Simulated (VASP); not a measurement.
Computed with LDA (Ceperley-Alder, Perdew-Zunger), VASP's LDA PAW potentials (set 64) (plane waves; VASP 6.6.1).

VASP input:

### INCAR
```
LWAVE = .FALSE.
EDIFF = 1E-6   # SCF stop (eV)
ISIF = 3   # ions, shape and volume
LREAL = .FALSE.   # projection in real space or not
ENCUT = 400
ALGO = Normal   # blocked Davidson
LASPH = .TRUE.   # aspherical one-centre terms
NELM = 100   # most electronic steps
SYSTEM = MgS
LCHARG = .FALSE.
SIGMA = 0.05
PREC = Accurate
ISMEAR = 0   # Gaussian
NSW = 60   # most ionic steps
EDIFFG = -0.01   # ionic stop
IBRION = 2   # conjugate gradients
```

POSCAR:
```
MgS
1
    0.0000000000     2.5587185624     2.5587185624
    2.5587185624     0.0000000000     2.5587185624
    2.5587185624     2.5587185624    -0.0000000000
Mg S
1 1
Direct
  0.0000000000   0.0000000000   0.0000000000
  0.5000000000   0.5000000000   0.5000000000
```

File KPOINTS:
```
Automatic mesh
0
Gamma
8 8 8
0 0 0
```

POTCAR, in this order: Mg S (LDA.64 set). Program: vasp_std.

Output

File OUTCAR:
```
 ion  position               nearest neighbor table
   1  0.000  0.000  0.000-   2 2.56   2 2.56   2 2.56   2 2.56   2 2.56   2 2.56
   2  0.500  0.500  0.500-   1 2.56   1 2.56   1 2.56   1 2.56   1 2.56   1 2.56
  LATTYP: Found a face centered cubic cell.
 ALAT       =     5.1174371248
 Subroutine PRICEL returns:
 Original cell was already a primitive cell.
 Subroutine GETGRP returns: Found 48 space group operations
The static configuration has the point symmetry O_h .
The dynamic configuration has the point symmetry O_h .
 Subroutine INISYM returns: Found 48 space group operations
 Subroutine IBZKPT returns following result:
 Found     29 irreducible k-points:

 Following reciprocal coordinates:
            Coordinates               Weight
  0.000000  0.000000  0.000000      1.000000
  0.125000  0.000000  0.000000      8.000000
  0.250000  0.000000  0.000000      8.000000
  0.375000  0.000000  0.000000      8.000000
  0.500000  0.000000  0.000000      4.000000
  0.125000  0.125000  0.000000      6.000000
  0.250000  0.125000  0.000000     24.000000
  0.375000  0.125000  0.000000     24.000000
  0.500000  0.125000  0.000000     24.000000
 -0.375000  0.125000  0.000000     24.000000
 -0.250000  0.125000  0.000000     24.000000
 -0.125000  0.125000  0.000000     12.000000
  0.250000  0.250000  0.000000      6.000000
  0.375000  0.250000  0.000000     24.000000
  0.500000  0.250000  0.000000     24.000000
 -0.375000  0.250000  0.000000     24.000000
 -0.250000  0.250000  0.000000     12.000000
  0.375000  0.375000  0.000000      6.000000
  0.500000  0.375000  0.000000     24.000000
 -0.375000  0.375000  0.000000     12.000000
  0.500000  0.500000  0.000000      3.000000
  0.375000  0.250000  0.125000     24.000000
  0.500000  0.250000  0.125000     48.000000
 -0.375000  0.250000  0.125000     24.000000
...
```

**OSZICAR**
```
       N       E                     dE             d eps       ncg     rms          rms(c)
DAV:   1     0.159678523773E+02    0.15968E+02   -0.31922E+03   496   0.651E+02
DAV:   2    -0.933453485228E+01   -0.25302E+02   -0.23406E+02   600   0.970E+01
DAV:   3    -0.100111890462E+02   -0.67665E+00   -0.67665E+00   584   0.216E+01
DAV:   4    -0.100139966850E+02   -0.28076E-02   -0.28076E-02   744   0.154E+00
DAV:   5    -0.100139981142E+02   -0.14292E-05   -0.14292E-05   576   0.328E-02    0.463E+00
DAV:   6    -0.964613870080E+01    0.36786E+00   -0.94402E-01   504   0.476E+00    0.357E+00
DAV:   7    -0.959692284734E+01    0.49216E-01   -0.21025E-01   592   0.234E+00    0.223E+00
DAV:   8    -0.959230777181E+01    0.46151E-02   -0.92721E-03   592   0.731E-01    0.791E-01
DAV:   9    -0.959211326617E+01    0.19451E-03   -0.49122E-04   576   0.160E-01    0.244E-01
DAV:  10    -0.959210718293E+01    0.60832E-05   -0.21221E-05   656   0.293E-02    0.828E-02
DAV:  11    -0.959210667844E+01    0.50450E-06   -0.42788E-06   544   0.123E-02
   1 F= -.95921067E+01 E0= -.95921067E+01  d E =-.959211E+01
```

**OUTCAR**
```
------------------------ aborting loop because EDIFF is reached ----------------------------------------
  FORCE on cell =-STRESS in cart. coord.  units (eV):
  Direction    XX          YY          ZZ          XY          YZ          ZX
  --------------------------------------------------------------------------------------
  Total       -0.0008375     -0.0008375     -0.0008375      0.0000000      0.0000000      0.0000000
  in kB       -0.0400495     -0.0400495     -0.0400495      0.0000000      0.0000000      0.0000000
  external PRESSURE =      -0.0400495 kB  Pullay stress =       0.0000000 kB
  volume of cell :       33.50
      direct lattice vectors                 reciprocal lattice vectors
     0.000000000  2.558718562  2.558718562    -0.195410315  0.195410315  0.195410315
     2.558718562  0.000000000  2.558718562     0.195410315 -0.195410315  0.195410315
     2.558718562  2.558718562  0.000000000     0.195410315  0.195410315 -0.195410315
 POSITION                                       TOTAL-FORCE (eV/Angst)
 -----------------------------------------------------------------------------------
      0.00000      0.00000      0.00000        -0.000000      0.000000      0.000000
      2.55872      2.55872      2.55872         0.000000     -0.000000      0.000000
 -----------------------------------------------------------------------------------
    total drift:                               -0.000000     -0.000000      0.000000
  FREE ENERGIE OF THE ION-ELECTRON SYSTEM (eV)
  ---------------------------------------------------
  free  energy   TOTEN  =        -9.5921066784 eV

  energy  without entropy=       -9.5921066784  energy(sigma->0) =       -9.59210668

 reached required accuracy - stopping structural energy minimisation
```
(Selected blocks of OUTCAR.)

The compound is MgS in the rock salt structure. It was relaxed first. The start is the result of an earlier pass.
